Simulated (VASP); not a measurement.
An input for Quantum ESPRESSO's pw.x (written as the equivalent of a VASP run, and not itself run):

```
&CONTROL
  calculation = 'vc-relax'
  pseudo_dir = './pseudo'
  outdir = './out'
  tprnfor = .true.
  tstress = .true.
  nstep = 40
  forc_conv_thr = 0.00078
/
&SYSTEM
  ibrav = 0
  nat = 2
  ntyp = 2
  ecutwfc = 78
  occupations = 'smearing'
  smearing = 'methfessel-paxton'
  degauss = 0.00735
  input_dft = 'pbesol'
/
&ELECTRONS
  conv_thr = 7.3e-08
  electron_maxstep = 100
/
&IONS
/
&CELL
  press = 300
/
ATOMIC_SPECIES
  Si 28.085 Si.upf
  Ge 72.630 Ge.upf
CELL_PARAMETERS angstrom
     3.0341383    0.0000000    0.0000000
     0.0000000    3.0341383    0.0000000
    -0.0000000    0.0000000    3.0341383
ATOMIC_POSITIONS crystal
  Si   0.0000000  0.0000000  0.0000000
  Ge   0.5000000  0.5000000  0.5000000
K_POINTS automatic
  12 12 12 0 0 0
```

**Question.** Translate this input to VASP (INCAR, KPOINTS, POSCAR, choice of POTCAR).

**Answer.** One answer among several that fit: 
**INCAR**
```
SYSTEM = SiGe
PREC = Accurate
ENCUT = 500
EDIFF = 1E-6
NELM = 100
ALGO = Normal
LREAL = .FALSE.
LASPH = .TRUE.
ISMEAR = 1
SIGMA = 0.1
GGA = PS
LMAXMIX = 4
LWAVE = .FALSE.
LCHARG = .FALSE.
IBRION = 2
ISIF = 3
NSW = 40
EDIFFG = -0.02
PSTRESS = 300
```

**POSCAR**
```
SiGe
1.0
  3.0341383449   0.0000000000   0.0000000000
  0.0000000000   3.0341383449   0.0000000000
  0.0000000000   0.0000000000   3.0341383449
Si Ge
1 1
direct
  0.0000000000   0.0000000000   0.0000000000
  0.5000000000   0.5000000000   0.5000000000
```

KPOINTS:
```
Automatic mesh
0
Gamma
12 12 12
0 0 0
```

POTCAR, in this order: Si Ge_d (PBE.64 set). Program: vasp_std.

Limits of the translation: the potentials are each code's own (VASP's PAW set, PseudoDojo norm-conserving files in pw.x), so ENCUT and ecutwfc are chosen apart and not converted; conv_thr bounds pw.x's estimated SCF error, while EDIFF bounds the energy change between steps; forc_conv_thr acts on force components and is met together with etot_conv_thr.

The structure was generated: SiGe was put into the CsCl type type (Pm-3m), which need not be its known phase. This run relaxes it under an external pressure of 30 GPa. Symmetry was kept, so distortions that lower it aren't found.
